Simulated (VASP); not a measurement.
Data:

```yaml
crystal:
  lattice:
    - [0.00000, 3.12592, 3.12592]
    - [3.12592, 0.00000, 3.12592]
    - [3.12592, 3.12592, 0.00000]
  atoms:
    - { symbol: Ga, position: [0.00000, 0.00000, 0.00000] }
    - { symbol: Sb, position: [0.25000, 0.25000, 0.25000] }
```

Method: AM05 GGA, VASP's PBE PAW potentials (set 64) (plane waves; VASP). Numerical set-up: 520 eV cut-off, 10×10×10 Γ-centred mesh, first-order Methfessel-Paxton smearing of 0.10 eV, potentials Ga_d Sb.

### Question
The job: GaSb (zinc blende), 2 atoms, AM05, static run, 520 eV, 10×10×10 Γ-centred mesh. Roughly how much core time does it take on a busy server core?

### Answer
About 30 core-seconds (one run on a shared machine, a rough figure). It had 47 irreducible k-points, 13 bands, up to 1676 plane waves and 14 electronic steps.

The compound is GaSb in the zinc blende structure. This cell is one point of a volume scan, at 1.06 of the reference volume.
